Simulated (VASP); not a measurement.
WO (relaxed from the wurtzite structure, space group P6_3mc): computed properties

The numbers are results of r2SCAN meta-GGA, VASP's PBE PAW potentials (set 64) (plane waves; VASP), not measurements.

| Item | Value |
|---|---|
| space group | P6_3mc (186) |
| cell | a = b = 2.7879 Å, c = 6.9582 Å, α = β = 90.00°, γ = 120.00° |
| volume per atom | 11.71 Å³/atom |
| band gap (over mesh and band path) | none (metal, semimetal or under 0.01 eV) |
| density | 14.17 g/cm³ |

```yaml
crystal:
  lattice:
    - [2.78788, 0.00000, 0.00000]
    - [-1.39394, 2.41437, 0.00000]
    - [0.00000, 0.00000, 6.95819]
  atoms:
    - { symbol: W, position: [0.33333, 0.66667, 0.03517] }
    - { symbol: W, position: [0.66667, 0.33333, 0.53517] }
    - { symbol: O, position: [0.33333, 0.66667, 0.33983] }
    - { symbol: O, position: [0.66667, 0.33333, 0.83983] }
```

Unless said otherwise, spin-orbit coupling is left out, though it shifts the bands of the heavy elements here.

The structure was generated: WO was put into the wurtzite type (P6_3mc), which need not be its known phase. It was relaxed first, which changed the volume by -36 %. Symmetry was kept, so distortions that lower it aren't found.
